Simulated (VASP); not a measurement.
**TiNbSbC with LDA: from relaxation to properties**

Wanted: the relaxed cell of TiNbSbC and its properties. The steps: rough relaxation of the start cell, relaxing cell and atoms (LDA), single point with fields (LDA), band structure (LDA), density of states (LDA) and elastic constants (LDA). The cell is invented: it takes the structure of a Materials Project entry for HfNbCN (space group 160 there), with some of its atoms replaced by other elements, volume scaled by an estimate. It may not be a known or stable phase.

Method: LDA; plane waves and PAW (Sb, Nb_sv, Ti_sv, C); invented cell, in VASP 6.6.1.

**1. The starting structure**

Before any relaxation, the start is as follows. The structure is trigonal, space group R3m (No. 160). The conventional cell has a = 3.537 Å, b = 3.537 Å, c = 17.433 Å, α = 90.00°, β = 90.00°, γ = 120.00°. Nearest to Sb lie 3 Ti at 2.52 Å and 3 Nb at 2.54 Å. Nearest to Nb lie 3 C at 2.47 Å and 3 Sb at 2.54 Å. Ti has 3 C at 2.49 Å and 3 Sb at 2.52 Å nearest. Nearest to C lie 3 Nb at 2.47 Å and 3 Ti at 2.49 Å. It derives from HfNbCN. It takes the structure of a Materials Project entry for HfNbCN (space group 160 there), with some of its atoms replaced by other elements, volume scaled by an estimate. Farther neighbours are not listed.

**2. Rough relaxation of the start cell**

The start is only an estimate, so a cheap relaxation brings it near a minimum before any careful run. LDA, the lowest rung, knows the local density alone.

Contents of INCAR:

```
SYSTEM = TiNbSbC
PREC = Normal
ENCUT = 520
EDIFF = 1E-05
NELM = 60
ISMEAR = -1
SIGMA = 0.05
LREAL = .FALSE.
ALGO = Fast
GGA = CA
NBANDS = 23
LORBIT = 11
LWAVE = .FALSE.
LCHARG = .FALSE.
KPAR = 2
IBRION = 2
NSW = 40
ISIF = 3
EDIFFG = -0.04
```

Contents of POSCAR:

```
TiNbSbC
1.0
    1.7685530000      1.0210740000      5.8110460000
   -1.7685530000      1.0210740000      5.8110460000
    0.0000000000     -2.0421490000      5.8110460000
Sb Nb Ti C
1 1 1 1
Direct
    0.7492530000      0.7492530000      0.7492530000
    0.5030270000      0.5030270000      0.5030270000
    0.9982540000      0.9982540000      0.9982540000
    0.2494660000      0.2494660000      0.2494660000
```

Contents of KPOINTS:

```
Automatic mesh
0
Gamma
5 5 5
0 0 0
```

PAW data sets: Sb, Nb_sv, Ti_sv and C (LDA family, release 64).

Launch:

```bash
$ mpirun -np 2 vasp_std
```

Output:

```text
[banner, memory and clock lines left out]
running    2 mpi-ranks, on    1 nodes
 distrk:  each k-point on    1 cores,    2 groups
 distr:  one band on    1 cores,    1 groups

 POSCAR found type information on POSCAR SbNbTiC
 POSCAR found :  4 types and       4 ions
 LDA part: xc-table for (Slater(with rela. corr.)+CA(PZ))
 , standard interpolation
 POSCAR, INCAR and KPOINTS ok, starting setup
 FFT: planning ... GRIDC
 FFT: planning ... GRID_SOFT
 FFT: planning ... GRID
 WAVECAR not read
 entering main loop
       N       E                     dE             d eps       ncg     rms          rms(c)
DAV:   1     0.378348346222E+03    0.37835E+03   -0.16501E+04   874   0.153E+03
DAV:   2     0.792905625012E+00   -0.37756E+03   -0.36510E+03  1044   0.521E+02
DAV:   3    -0.353503809624E+02   -0.36143E+02   -0.35360E+02  1448   0.136E+02
DAV:   4    -0.380658623587E+02   -0.27155E+01   -0.26808E+01  1337   0.335E+01
DAV:   5    -0.381567473580E+02   -0.90885E-01   -0.90441E-01  1379   0.621E+00    0.164E+01
RMM:   6    -0.346944276072E+02    0.34623E+01   -0.31531E+01  1184   0.361E+01    0.109E+01
RMM:   7    -0.333764260403E+02    0.13180E+01   -0.61334E+00  1148   0.200E+01    0.629E+00
RMM:   8    -0.327449177065E+02    0.63151E+00   -0.16892E+00  1272   0.861E+00    0.297E+00
RMM:   9    -0.327809161107E+02   -0.35998E-01   -0.10907E+00  1306   0.423E+00    0.156E+00
RMM:  10    -0.327919796399E+02   -0.11064E-01   -0.28526E-01  1254   0.379E+00    0.104E+00
RMM:  11    -0.328003110947E+02   -0.83315E-02   -0.19880E-01  1314   0.237E+00    0.541E-01
RMM:  12    -0.328041086471E+02   -0.37976E-02   -0.98669E-02  1309   0.172E+00    0.208E-01
RMM:  13    -0.328105464824E+02   -0.64378E-02   -0.73349E-02  1435   0.132E+00    0.206E-01
RMM:  14    -0.328137098760E+02   -0.31634E-02   -0.41313E-02  1265   0.121E+00    0.788E-02
RMM:  15    -0.328170740063E+02   -0.33641E-02   -0.37113E-02  1345   0.105E+00    0.443E-02
RMM:  16    -0.328190822798E+02   -0.20083E-02   -0.22677E-02  1404   0.937E-01    0.678E-02
RMM:  17    -0.328209111768E+02   -0.18289E-02   -0.21844E-02  1275   0.808E-01    0.637E-02
RMM:  18    -0.328222099129E+02   -0.12987E-02   -0.14807E-02  1295   0.747E-01    0.142E-01
RMM:  19    -0.328234283075E+02   -0.12184E-02   -0.14863E-02  1211   0.677E-01    0.101E-01
RMM:  20    -0.328241820795E+02   -0.75377E-03   -0.94034E-03  1169   0.632E-01    0.110E-01
RMM:  21    -0.328250806775E+02   -0.89860E-03   -0.10729E-02  1150   0.583E-01    0.123E-01
RMM:  22    -0.328256333460E+02   -0.55267E-03   -0.68623E-03  1134   0.550E-01    0.153E-01
RMM:  23    -0.328262299970E+02   -0.59665E-03   -0.81047E-03  1172   0.529E-01    0.115E-01
RMM:  24    -0.328265734015E+02   -0.34340E-03   -0.50885E-03  1171   0.504E-01    0.928E-02
RMM:  25    -0.328270567437E+02   -0.48334E-03   -0.64420E-03  1182   0.488E-01    0.515E-02
RMM:  26    -0.328273367876E+02   -0.28004E-03   -0.40195E-03  1106   0.455E-01    0.464E-02
RMM:  27    -0.328277468738E+02   -0.41009E-03   -0.52399E-03  1076   0.423E-01    0.541E-02
RMM:  28    -0.328279760182E+02   -0.22914E-03   -0.33188E-03  1053   0.402E-01    0.695E-02
RMM:  29    -0.328283140341E+02   -0.33802E-03   -0.44516E-03  1059   0.381E-01    0.722E-02
RMM:  30    -0.328284999559E+02   -0.18592E-03   -0.28459E-03  1037   0.370E-01    0.761E-02
[...]
RMM:  49    -0.328311043456E+02   -0.10308E-03   -0.15999E-03   754   0.209E-01    0.509E-02
RMM:  50    -0.328311613756E+02   -0.57030E-04   -0.11274E-03   771   0.206E-01    0.524E-02
RMM:  51    -0.328312557879E+02   -0.94412E-04   -0.14986E-03   867   0.202E-01    0.509E-02
RMM:  52    -0.328313100720E+02   -0.54284E-04   -0.10734E-03   791   0.197E-01    0.528E-02
RMM:  53    -0.328313983782E+02   -0.88306E-04   -0.14058E-03   740   0.191E-01    0.537E-02
RMM:  54    -0.328314503939E+02   -0.52016E-04   -0.10274E-03   729   0.187E-01    0.558E-02
RMM:  55    -0.328315331501E+02   -0.82756E-04   -0.13252E-03   703   0.183E-01    0.576E-02
RMM:  56    -0.328315813142E+02   -0.48164E-04   -0.98718E-04   856   0.181E-01    0.561E-02
RMM:  57    -0.328316582835E+02   -0.76969E-04   -0.12512E-03   752   0.177E-01    0.568E-02
RMM:  58    -0.328317066772E+02   -0.48394E-04   -0.95072E-04   705   0.172E-01    0.589E-02
RMM:  59    -0.328317790569E+02   -0.72380E-04   -0.11847E-03   690   0.169E-01    0.598E-02
RMM:  60    -0.328318260741E+02   -0.47017E-04   -0.91487E-04   659   0.165E-01
|                                                                             |
|           W    W    AA    RRRRR   N    N  II  N    N   GGGG   !!!           |
|           W    W   A  A   R    R  NN   N  II  NN   N  G    G  !!!           |
|           W    W  A    A  R    R  N N  N  II  N N  N  G       !!!           |
|           W WW W  AAAAAA  RRRRR   N  N N  II  N  N N  G  GGG   !            |
|           WW  WW  A    A  R   R   N   NN  II  N   NN  G    G                |
|           W    W  A    A  R    R  N    N  II  N    N   GGGG   !!!           |
|                                                                             |
|     The electronic self-consistency was not achieved in the given           |
|     number of steps (NELM). The forces and other quantities evaluated       |
|     might not be reliable so examine the results carefully. If you find     |
|     spurious results, we suggest increasing NELM, if you were close to      |
|     convergence or switching to a different ALGO or adjusting the           |
|     density mixing parameters otherwise.                                    |
|                                                                             |

   1 F= -.32831826E+02 E0= -.32818489E+02  d E =-.328318E+02
 curvature:   0.00 expect dE= 0.000E+00 dE for cont linesearch  0.000E+00
 trial: gam= 0.00000 g(F)=  0.436E+01 g(S)=  0.341E-01 ort = 0.000E+00 (trialstep = 0.100E+01)
 search vector abs. value=  0.440E+01
 bond charge predicted
       N       E                     dE             d eps       ncg     rms          rms(c)
DAV:   1    -0.221725269203E+02    0.10659E+02   -0.97479E+02  1189   0.396E+02    0.112E+01
RMM:   2    -0.318689350792E+02   -0.96964E+01   -0.10318E+02  1163   0.102E+02    0.593E+00
RMM:   3    -0.349779839803E+02   -0.31090E+01   -0.30512E+01  1373   0.473E+01    0.494E+00
RMM:   4    -0.352704680150E+02   -0.29248E+00   -0.43472E+00  1367   0.166E+01    0.358E+00
RMM:   5    -0.353810754654E+02   -0.11061E+00   -0.15319E+00  1449   0.944E+00    0.235E+00
RMM:   6    -0.354456836128E+02   -0.64608E-01   -0.94468E-01  1402   0.640E+00    0.545E-01
RMM:   7    -0.354942728201E+02   -0.48589E-01   -0.51252E-01  1450   0.495E+00    0.430E-01
RMM:   8    -0.355341273254E+02   -0.39855E-01   -0.39883E-01  1464   0.410E+00    0.284E-01
RMM:   9    -0.355655341436E+02   -0.31407E-01   -0.30878E-01  1475   0.358E+00    0.207E-01
RMM:  10    -0.355907462518E+02   -0.25212E-01   -0.24433E-01  1463   0.317E+00    0.144E-01
RMM:  11    -0.356122523433E+02   -0.21506E-01   -0.21385E-01  1429   0.299E+00    0.111E-01
RMM:  12    -0.356291917941E+02   -0.16939E-01   -0.16675E-01  1439   0.270E+00    0.886E-02
RMM:  13    -0.356444341725E+02   -0.15242E-01   -0.15490E-01  1426   0.254E+00    0.139E-01
RMM:  14    -0.356567894478E+02   -0.12355E-01   -0.12317E-01  1374   0.236E+00    0.200E-01
RMM:  15    -0.356679216743E+02   -0.11132E-01   -0.11560E-01  1365   0.226E+00    0.237E-01
RMM:  16    -0.356769964224E+02   -0.90747E-02   -0.92939E-02  1354   0.213E+00    0.259E-01
RMM:  17    -0.356851324875E+02   -0.81361E-02   -0.87237E-02  1348   0.205E+00    0.262E-01
RMM:  18    -0.356918295705E+02   -0.66971E-02   -0.71213E-02  1372   0.194E+00    0.253E-01
RMM:  19    -0.356979923284E+02   -0.61628E-02   -0.66692E-02  1324   0.180E+00    0.298E-01
RMM:  20    -0.357031290267E+02   -0.51367E-02   -0.55499E-02  1319   0.166E+00    0.320E-01
RMM:  21    -0.357077031268E+02   -0.45741E-02   -0.51537E-02  1313   0.158E+00    0.334E-01
RMM:  22    -0.357116515547E+02   -0.39484E-02   -0.43699E-02  1304   0.148E+00    0.357E-01
RMM:  23    -0.357151602052E+02   -0.35087E-02   -0.40336E-02  1308   0.142E+00    0.380E-01
RMM:  24    -0.357182283067E+02   -0.30681E-02   -0.34918E-02  1297   0.134E+00    0.401E-01
RMM:  25    -0.357209156661E+02   -0.26874E-02   -0.31921E-02  1291   0.128E+00    0.418E-01
RMM:  26    -0.357233314311E+02   -0.24158E-02   -0.28270E-02  1287   0.120E+00    0.437E-01
RMM:  27    -0.357254263127E+02   -0.20949E-02   -0.25553E-02  1279   0.115E+00    0.454E-01
RMM:  28    -0.357273493882E+02   -0.19231E-02   -0.23142E-02  1261   0.109E+00    0.470E-01
RMM:  29    -0.357289906710E+02   -0.16413E-02   -0.20674E-02  1253   0.105E+00    0.484E-01
RMM:  30    -0.357305255388E+02   -0.15349E-02   -0.19140E-02  1261   0.994E-01    0.495E-01
[...]
RMM:  49    -0.357418471703E+02   -0.21704E-03   -0.40210E-03  1100   0.486E-01    0.398E-01
RMM:  50    -0.357421315918E+02   -0.28442E-03   -0.47025E-03  1096   0.471E-01    0.398E-01
RMM:  51    -0.357423211544E+02   -0.18956E-03   -0.35675E-03  1065   0.456E-01    0.400E-01
RMM:  52    -0.357425914137E+02   -0.27026E-03   -0.42191E-03  1055   0.440E-01    0.407E-01
RMM:  53    -0.357427576367E+02   -0.16622E-03   -0.31938E-03  1068   0.427E-01    0.411E-01
RMM:  54    -0.357429878380E+02   -0.23020E-03   -0.38149E-03  1038   0.413E-01    0.414E-01
RMM:  55    -0.357431137301E+02   -0.12589E-03   -0.28756E-03  1030   0.401E-01    0.412E-01
RMM:  56    -0.357432981387E+02   -0.18441E-03   -0.34765E-03  1073   0.391E-01    0.408E-01
RMM:  57    -0.357433400360E+02   -0.41897E-04   -0.26172E-03  1083   0.390E-01    0.383E-01
RMM:  58    -0.357434456647E+02   -0.10563E-03   -0.31976E-03  1080   0.383E-01    0.358E-01
RMM:  59    -0.357434996902E+02   -0.54025E-04   -0.23685E-03  1085   0.371E-01    0.342E-01
RMM:  60    -0.357436590781E+02   -0.15939E-03   -0.29382E-03  1057   0.354E-01
|                                                                             |
|           W    W    AA    RRRRR   N    N  II  N    N   GGGG   !!!           |
|           W    W   A  A   R    R  NN   N  II  NN   N  G    G  !!!           |
|           W    W  A    A  R    R  N N  N  II  N N  N  G       !!!           |
|           W WW W  AAAAAA  RRRRR   N  N N  II  N  N N  G  GGG   !            |
|           WW  WW  A    A  R   R   N   NN  II  N   NN  G    G                |
|           W    W  A    A  R    R  N    N  II  N    N   GGGG   !!!           |
|                                                                             |
|     The electronic self-consistency was not achieved in the given           |
|     number of steps (NELM). The forces and other quantities evaluated       |
|     might not be reliable so examine the results carefully. If you find     |
|     spurious results, we suggest increasing NELM, if you were close to      |
|     convergence or switching to a different ALGO or adjusting the           |
|     density mixing parameters otherwise.                                    |
|                                                                             |

   2 F= -.35743659E+02 E0= -.35733541E+02  d E =-.291183E+01
[...]
|     The electronic self-consistency was not achieved in the given           |
[... from here on, the cycles between the ionic steps are left out ...]
   3 F= -.35997090E+02 E0= -.35990746E+02  d E =-.316526E+01
[...]
|     The electronic self-consistency was not achieved in the given           |
   4 F= -.34869092E+02 E0= -.34859336E+02  d E =0.112800E+01
   5 F= -.36634857E+02 E0= -.36627699E+02  d E =-.637767E+00
[...]
WARNING in EDDRMM: call to ZHEGV failed, returncode =   8  4      9
   6 F= -.37252831E+02 E0= -.37244570E+02  d E =-.617975E+00
   7 F= -.37285801E+02 E0= -.37276047E+02  d E =-.650944E+00
   8 F= -.37286492E+02 E0= -.37276373E+02  d E =-.651635E+00
   9 F= -.37290679E+02 E0= -.37279822E+02  d E =-.418760E-02
  10 F= -.37290788E+02 E0= -.37279967E+02  d E =-.429663E-02
  11 F= -.37290760E+02 E0= -.37280045E+02  d E =0.285670E-04
  12 F= -.37291686E+02 E0= -.37280876E+02  d E =-.897714E-03
 curvature:  -0.37 expect dE=-0.267E-03 dE for cont linesearch -0.244E-06
 trial: gam= 0.18544 g(F)=  0.522E-03 g(S)=  0.199E-03 ort = 0.595E-04 (trialstep = 0.892E+00)
 search vector abs. value=  0.928E-03
 bond charge predicted
       N       E                     dE             d eps       ncg     rms          rms(c)
DAV:   1    -0.372920943332E+02   -0.41685E-03   -0.69003E-02   979   0.316E+00    0.143E-01
RMM:   2    -0.372921769679E+02   -0.82635E-04   -0.50741E-03  1189   0.694E-01    0.966E-02
RMM:   3    -0.372921821782E+02   -0.52104E-05   -0.10570E-03  1239   0.310E-01    0.636E-02
RMM:   4    -0.372921151436E+02    0.67035E-04   -0.33117E-04  1152   0.157E-01    0.278E-02
RMM:   5    -0.372921183743E+02   -0.32306E-05   -0.16426E-04  1096   0.102E-01    0.615E-03
RMM:   6    -0.372921236999E+02   -0.53256E-05   -0.68942E-05   882   0.678E-02
  13 F= -.37292124E+02 E0= -.37281356E+02  d E =-.437610E-03
 trial-energy change:   -0.000438  1 .order   -0.000418   -0.000654   -0.000182
 step:   1.2366(harm=  1.2366)  dis= 0.00538  next Energy=   -37.292139 (dE=-0.453E-03)
 reached required accuracy - stopping structural energy minimisation
```

Run time: 10 min. Hardware: 2 MPI ranks of Intel Xeon 6975P-C (Granite Rapids), shared host; peak memory 0.47 GiB.

Lines that name or quote the potential files are left out of all logs, and their timing lines are given in words.

From OUTCAR (step 2):

```text
ion  position               nearest neighbor table
   1  0.749  0.749  0.749-   3 2.52   3 2.52   3 2.52   2 2.54   2 2.54   2 2.54
   2  0.503  0.503  0.503-   4 2.47   4 2.47   4 2.47   1 2.54   1 2.54   1 2.54
   3  0.998  0.998  0.998-   4 2.49   4 2.49   4 2.49   1 2.52   1 2.52   1 2.52
   4  0.249  0.249  0.249-   2 2.47   2 2.47   2 2.47   3 2.49   3 2.49   3 2.49

  LATTYP: Found a trigonal (rhomboedric) cell.
 ALAT       =     6.1594340196
 COS(alpha) =     0.8351137126

 Subroutine GETGRP returns: Found  6 space group operations
 (whereof  6 operations were pure point group operations)

The static configuration has the point symmetry C_3v.

 Found     19 irreducible k-points:

   k-points           NKPTS =     19   k-points in BZ     NKDIM =     19   number of bands    NBANDS=     23

   dimension x,y,z NGX =    36 NGY =   36 NGZ =   36
   dimension x,y,z NGXF=    72 NGYF=   72 NGZF=   72

   ENCUT  =  520.0 eV  38.22 Ry    6.18 a.u.  11.45 11.45 11.45*2*pi/ulx,y,z

   NELECT =      34.0000    total number of electrons

 k-points in reciprocal lattice and weights: Automatic mesh
   0.00000000  0.00000000  0.00000000       0.008
   0.20000000  0.00000000 -0.00000000       0.048
   0.40000000  0.00000000  0.00000000       0.048
   0.20000000  0.20000000 -0.00000000       0.048
   0.40000000  0.20000000 -0.00000000       0.096
  -0.40000000  0.20000000 -0.00000000       0.096
  -0.20000000  0.20000000  0.00000000       0.048
   0.40000000  0.40000000  0.00000000       0.048
  -0.40000000  0.40000000  0.00000000       0.048
[...]
0.40000000  0.40000000  0.40000000       0.016
  -0.40000000  0.40000000  0.40000000       0.048

 average (electrostatic) potential at core
       1 -82.6124       2 -77.4108       3 -69.7233       4 -47.6372

 E-fermi :  11.0142

 k-point     1 :       0.0000    0.0000    0.0000
  band No.  band energies     occupation
    ...
     12       6.9927      2.00000
     13       6.9927      2.00000
     14       7.6970      2.00000
     15      10.5731      1.99970
     16      10.5731      1.99970
     17      11.5422      0.00005
     18      12.1995      0.00000
     19      12.1995      0.00000
     20      13.4183      0.00000
     21      13.4183      0.00000
    ...

 k-point     2 :       0.2000    0.0000   -0.0000
  band No.  band energies     occupation
    ...
     13       7.2489      2.00000
     14       7.9726      2.00000
     15       9.6551      2.00000
     16      10.2238      2.00000
     17      10.7444      1.99096
     18      11.2003      0.04723
     19      12.3429      0.00000
     20      13.1415      0.00000
     21      13.4299      0.00000
     22      13.7988      0.00000
    ...

 k-point     3 :       0.4000    0.0000    0.0000
  band No.  band energies     occupation
    ...
     12       6.0620      2.00000
     13       7.4417      2.00000
     14       7.5267      2.00000
     15       8.1185      2.00000
     16       8.9184      2.00000
     17      11.0774      0.44068
     18      11.4725      0.00021
     19      12.7000      0.00000
     20      12.9538      0.00000
     21      13.5141      0.00000
    ...

  Total       -0.0223423     -0.0223423      0.0631775     -0.0000000     -0.0000000      0.0000000
  in kB       -0.5964461     -0.5964459      1.6865726     -0.0000000     -0.0000001      0.0000000
  external PRESSURE =       0.1645602 kB  Pullay stress =       0.0000000 kB

  energy-cutoff  :      520.00
  volume of cell :       60.02
      direct lattice vectors                 reciprocal lattice vectors
     1.617879894  0.934082881  6.618882881     0.309046427  0.178428069  0.050360975
    -1.617879894  0.934082881  6.618882881    -0.309046427  0.178428069  0.050360975
     0.000000000 -1.868166809  6.618882904     0.000000000 -0.356856137  0.050360947

 POSITION                                       TOTAL-FORCE (eV/Angst)
 -----------------------------------------------------------------------------------
      0.00000     -0.00000     14.86843         0.000000     -0.000000      0.001937
      0.00000     -0.00000     10.52115         0.000000     -0.000000      0.000976
      0.00000     -0.00000     19.24384        -0.000000      0.000000     -0.017734
      0.00000     -0.00000      5.00820         0.000000     -0.000000      0.014821
 -----------------------------------------------------------------------------------
    total drift:                               -0.000000      0.000000      0.000957

  FREE ENERGIE OF THE ION-ELECTRON SYSTEM (eV)
  ---------------------------------------------------
  free  energy   TOTEN  =       -37.2921236999 eV

  energy  without entropy=      -37.2705877620  energy(sigma->0) =      -37.28135573

 reached required accuracy - stopping structural energy minimisation

 total charge
# of ion       s       p       d       tot
------------------------------------------
    1        1.158   1.324   0.064   2.546
    2        2.175   6.039   2.574  10.788
    3        2.193   6.185   2.068  10.446
    4        0.878   1.551   0.000   2.428
--------------------------------------------------
tot          6.405  15.099   4.706  26.209

[... 3 further parts left out ...]
```

CONTCAR:

```
TiNbSbC
   1.00000000000000
     1.6178798935948706    0.9340828814324510    6.6188828814544483
    -1.6178798935948706    0.9340828814324510    6.6188828814544483
     0.0000000000000000   -1.8681668087805019    6.6188829042766697
  Sb              Nb              Ti              C
     1     1     1     1
Direct
     0.7487884070972892    0.7487884070972892    0.7487884070581453
     0.5298555171488681    0.5298555171488681    0.5298555167157684
     0.9691382598403380    0.9691382598403380    0.9691382603182673
     0.2522178159135119    0.2522178159135119    0.2522178159078260
```

The k-mesh is coarse for a metal. In some ionic steps the electronic loop met its limit (NELM), so the energies of those steps, and differences from them, are uncertain. This relaxation is a rough one on cheap settings, only to bring the start near its minimum. The run keeps the 6 symmetry operations of its start, so it cannot find a distortion of lower symmetry.

(Part 1 of 4 ends here.)

[Lines on the potential files, build, host, timing and source positions are cut from VASP's logs without a mark.]

[Logs are printed without paths, hosts, clocks, repeated set-up lines and the standing remarks that a program may print on its own settings, such as how far it seeks lower states.]

[Hosts, paths, dates, database ids (printed as entryN), source tags and the programs' standing remarks are cut or masked in the printed files.]

[A measured line is paired with the nearest computed mode of its activity, which favours agreement.]

[In band tables of VASP the shares of atoms and orbitals are scaled to a sum of 1 inside the atoms' spheres.]
